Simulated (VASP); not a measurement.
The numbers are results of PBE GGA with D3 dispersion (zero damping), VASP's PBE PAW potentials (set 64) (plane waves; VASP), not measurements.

VASP ran on this input.

File KPOINTS:
```
Automatic mesh
0
Gamma
7 7 10
0 0 0
```

### POSCAR
```
CrO2
1
    4.4297440475     0.0000000000     0.0000000000
    0.0000000000     4.4297440475     0.0000000000
    0.0000000000     0.0000000000     2.9158289641
Cr O
2 4
Direct
  1.0000000000   0.0000000000   0.0000000000
  0.5000000000   0.5000000000   0.5000000000
  0.3032932125   0.3032932125   0.0000000000
  0.8032932125   0.1967067875   0.5000000000
  0.1967067875   0.8032932125   0.5000000000
  0.6967067875   0.6967067875   0.0000000000
```

INCAR:
```
# general
SYSTEM  = CrO2
PREC    = Accurate
ENCUT   = 520
LREAL   = .False.
LASPH   = .True.

# electronic loop
EDIFF   = 1E-7
NELM    = 100
ALGO    = Normal
LMAXMIX = 4

# smearing
ISMEAR  = 1
SIGMA   = 0.1

# functional
GGA     = PE
IVDW    = 11

# spin
ISPIN   = 2
MAGMOM  = 2*2.1 4*-0.1

# ions
IBRION  = 2
NSW     = 30
ISIF    = 4
EDIFFG  = -0.01

# output
LWAVE   = .False.
LCHARG  = .False.
LORBIT  = 10
```

POTCAR, in this order: Cr_pv O (PBE.64 set). Program: vasp_std.

Output of the run:

### OSZICAR
```
       N       E                     dE             d eps       ncg     rms          rms(c)
DAV:   1     0.614919269796E+03    0.61492E+03   -0.26671E+04  7200   0.178E+03
DAV:   2     0.952093113778E+01   -0.60540E+03   -0.56960E+03  7740   0.524E+02
DAV:   3    -0.642576394391E+02   -0.73779E+02   -0.72206E+02  8686   0.175E+02
DAV:   4    -0.662407668653E+02   -0.19831E+01   -0.19201E+01  8434   0.286E+01
DAV:   5    -0.662884466086E+02   -0.47680E-01   -0.47303E-01  9016   0.445E+00    0.412E+01
DAV:   6    -0.584789187744E+02    0.78095E+01   -0.16118E+02  8360   0.102E+02    0.393E+01
DAV:   7    -0.528815117328E+02    0.55974E+01   -0.10802E+02  8776   0.102E+02    0.186E+01
DAV:   8    -0.507199719849E+02    0.21615E+01   -0.73831E+00  8104   0.241E+01    0.706E+00
DAV:   9    -0.503303604339E+02    0.38961E+00   -0.20459E+00  9568   0.123E+01    0.235E+00
DAV:  10    -0.503481358424E+02   -0.17775E-01   -0.17452E-01  7974   0.364E+00    0.132E+00
DAV:  11    -0.503490919817E+02   -0.95614E-03   -0.29219E-02  9456   0.159E+00    0.565E-01
DAV:  12    -0.503485744905E+02    0.51749E-03   -0.37427E-03  9554   0.536E-01    0.261E-01
DAV:  13    -0.503482998239E+02    0.27467E-03   -0.13732E-03  8930   0.378E-01    0.941E-02
DAV:  14    -0.503482938102E+02    0.60137E-05   -0.17168E-04  8726   0.104E-01    0.527E-02
DAV:  15    -0.503482920947E+02    0.17155E-05   -0.33575E-05  8940   0.400E-02    0.253E-02
DAV:  16    -0.503482904817E+02    0.16130E-05   -0.14093E-05  9234   0.371E-02    0.585E-03
DAV:  17    -0.503482905218E+02   -0.40112E-07   -0.12176E-06  7674   0.756E-03    0.305E-03
DAV:  18    -0.503482905853E+02   -0.63502E-07   -0.33724E-07  7222   0.551E-03
   1 F= -.51348452E+02 E0= -.51348353E+02  d E =-.513485E+02  mag=     4.0000
```

OUTCAR:
```
------------------------ aborting loop because EDIFF is reached ----------------------------------------
 Edisp (eV)   -1.00016
  FORCE on cell =-STRESS in cart. coord.  units (eV):
  Direction    XX          YY          ZZ          XY          YZ          ZX
  --------------------------------------------------------------------------------------
  Total       0.02704     0.02704    -0.02587     0.00000     0.00000     0.00000
  in kB       0.75722     0.75722    -0.72432     0.00000     0.00000     0.00000
  external pressure =        0.26 kB  Pullay stress =        0.00 kB
  volume of cell :       57.22
      direct lattice vectors                 reciprocal lattice vectors
     4.429744047  0.000000000  0.000000000     0.225746677  0.000000000  0.000000000
     0.000000000  4.429744047  0.000000000     0.000000000  0.225746677  0.000000000
     0.000000000  0.000000000  2.915828964     0.000000000  0.000000000  0.342955644
 POSITION                                       TOTAL-FORCE (eV/Angst)
 -----------------------------------------------------------------------------------
      0.00000      0.00000      0.00000         0.000000      0.000000     -0.000000
      2.21487      2.21487      1.45791         0.000000      0.000000     -0.000000
      1.34351      1.34351      0.00000        -0.006659     -0.006659      0.000000
      3.55838      0.87136      1.45791        -0.006659      0.006659     -0.000000
      0.87136      3.55838      1.45791         0.006659     -0.006659      0.000000
      3.08623      3.08623      0.00000         0.006659      0.006659     -0.000000
 -----------------------------------------------------------------------------------
    total drift:                                0.000000      0.000000      0.000000
  FREE ENERGIE OF THE ION-ELECTRON SYSTEM (eV)
  ---------------------------------------------------
  free  energy   TOTEN  =       -51.3484519178 eV

  energy  without entropy=      -51.3481541748  energy(sigma->0) =      -51.34835267

 total charge

# of ion       s       p       d       tot
------------------------------------------
    1        0.366   6.462   4.026  10.854
    2        0.366   6.462   4.026  10.854
    3        1.572   3.463   0.000   5.035
    4        1.572   3.463   0.000   5.035
    5        1.572   3.463   0.000   5.035
    6        1.572   3.463   0.000   5.035
--------------------------------------------------
tot          7.019  26.776   8.051  41.847

 magnetization (x)

# of ion       s       p       d       tot
------------------------------------------
    1        0.024   0.032   2.043   2.100
    2        0.024   0.032   2.043   2.100
    3       -0.003  -0.072   0.000  -0.075
    4       -0.003  -0.072   0.000  -0.075
    5       -0.003  -0.072   0.000  -0.075
    6       -0.003  -0.072   0.000  -0.075
--------------------------------------------------
tot          0.037  -0.224   4.087   3.900

 reached required accuracy - stopping structural energy minimisation
```
(Selected blocks of OUTCAR.)

The compound is CrO2 in the rutile structure. It was relaxed first.
